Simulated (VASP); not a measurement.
All values below come from PBEsol GGA, VASP's PBE PAW potentials (set 64) (plane waves; VASP).

VASP input:

### KPOINTS
```
k-points along high-symmetry lines
15
Line-mode
Reciprocal
  0.000000   0.000000   0.000000 ! GAMMA
  0.000000   0.500000   0.000000 ! X

  0.000000   0.500000   0.000000 ! X
  0.500000   0.500000   0.000000 ! M

  0.500000   0.500000   0.000000 ! M
  0.000000   0.000000   0.000000 ! GAMMA

  0.000000   0.000000   0.000000 ! GAMMA
  0.500000   0.500000   0.500000 ! R

  0.500000   0.500000   0.500000 ! R
  0.000000   0.500000   0.000000 ! X

  0.500000   0.500000   0.500000 ! R
  0.500000   0.500000   0.000000 ! M
```

### POSCAR
```
ZnCd3S4
11.4111430
  0.4999999976   0.0000000000   0.0000000000
  0.0000000000   0.4999999976   0.0000000000
  0.0000000000   0.0000000000   0.4999999976
Zn Cd S
1 3 4
Cartesian
  0.0000000000   0.0000000000   0.0000000000
  0.0000000000   0.2499999988   0.2499999988
  0.2499999988   0.0000000000   0.2499999988
  0.2499999988   0.2499999988   0.0000000000
  0.3817431438   0.3817431438   0.1182568538
  0.3817431438   0.1182568538   0.3817431438
  0.1182568538   0.1182568538   0.1182568538
  0.1182568538   0.3817431438   0.3817431438
```

INCAR:
```
! general
SYSTEM =ZnCd3S4
PREC   =Accurate
ENCUT  =400
LREAL  =F
LASPH  =T
ICHARG =11

! electronic loop
EDIFF  =1E-7
NELM   =100
ALGO   =Normal
LMAXMIX=4

! smearing
ISMEAR =0
SIGMA  =0.05

! functional
GGA    =PS

! output
LWAVE  =F
LCHARG =F
LORBIT =11
```

POTCAR, in this order: Zn Cd S (PBE.64 set). Program: vasp_std. Read from the step before: CHGCAR.

Output of the run:

**OSZICAR**
```
       N       E                     dE             d eps       ncg     rms          rms(c)
DAV:   1     0.511480774139E+03    0.51148E+03   -0.30223E+04  7740   0.138E+03
DAV:   2     0.183066368672E+02   -0.49317E+03   -0.47967E+03  8338   0.371E+02
DAV:   3    -0.259305388503E+02   -0.44237E+02   -0.43545E+02  8794   0.112E+02
DAV:   4    -0.270901936785E+02   -0.11597E+01   -0.11563E+01  8839   0.177E+01
DAV:   5    -0.271103551464E+02   -0.20161E-01   -0.20149E-01  8978   0.229E+00
DAV:   6    -0.271108834988E+02   -0.52835E-03   -0.52824E-03  8949   0.376E-01
DAV:   7    -0.271109002970E+02   -0.16798E-04   -0.16796E-04  8953   0.631E-02
DAV:   8    -0.271109009445E+02   -0.64754E-06   -0.64743E-06  8953   0.122E-02
DAV:   9    -0.271109009721E+02   -0.27634E-07   -0.27645E-07  7181   0.226E-03
   1 F= -.27110901E+02 E0= -.27110901E+02  d E =-.135701E-13
```

### OUTCAR
```
 val. band max:        1.4804977154   @ k =   0.0000   0.0000   0.0000

 cond. band min:       2.6901617103   @ k =   0.0000   0.0000   0.0000



 k-point     1 :       0.0000    0.0000    0.0000
  band No.  band energies     occupation
      1     -11.1444      2.00000
      2     -10.3700      2.00000
      3     -10.3700      2.00000
      4     -10.3700      2.00000
      5      -6.2056      2.00000
      6      -6.2056      2.00000
      7      -6.2056      2.00000
      8      -6.0919      2.00000
      9      -6.0039      2.00000
     10      -6.0039      2.00000
     11      -5.8929      2.00000
     12      -5.8929      2.00000
     13      -5.8929      2.00000
     14      -5.7673      2.00000
     15      -5.7673      2.00000
     16      -5.6784      2.00000
     17      -5.6077      2.00000
     18      -5.6077      2.00000
     19      -5.6077      2.00000
     20      -4.4166      2.00000
     21      -4.4166      2.00000
     22      -4.3966      2.00000
     23      -4.3966      2.00000
     24      -4.3966      2.00000
     25      -3.2000      2.00000
     26      -2.4894      2.00000
     27      -2.4894      2.00000
     28      -0.6054      2.00000
     29      -0.6054      2.00000
     30      -0.6054      2.00000
     31      -0.4471      2.00000
     32      -0.4471      2.00000
     33      -0.4471      2.00000
     34       1.4805      2.00000
     35       1.4805      2.00000
     36       1.4805      2.00000
     37       2.6902      0.00000
     38       4.8671      0.00000
     39       4.8671      0.00000
     40       4.8671      0.00000
     41       5.5264      0.00000
     42       5.5264      0.00000
     43       6.0067      0.00000

 k-point     2 :       0.0000    0.0357    0.0000
  band No.  band energies     occupation
      1     -11.1422      2.00000
      2     -10.3723      2.00000
      3     -10.3700      2.00000
      4     -10.3700      2.00000
      5      -6.2062      2.00000
      6      -6.2050      2.00000
...
```

The density is held fixed in this step, so its total energy and stress have no physical meaning.

The structure comes from a computed database's ZnCd3S4 entry (P-43m); how it stands against other phases isn't given here. It was relaxed first.
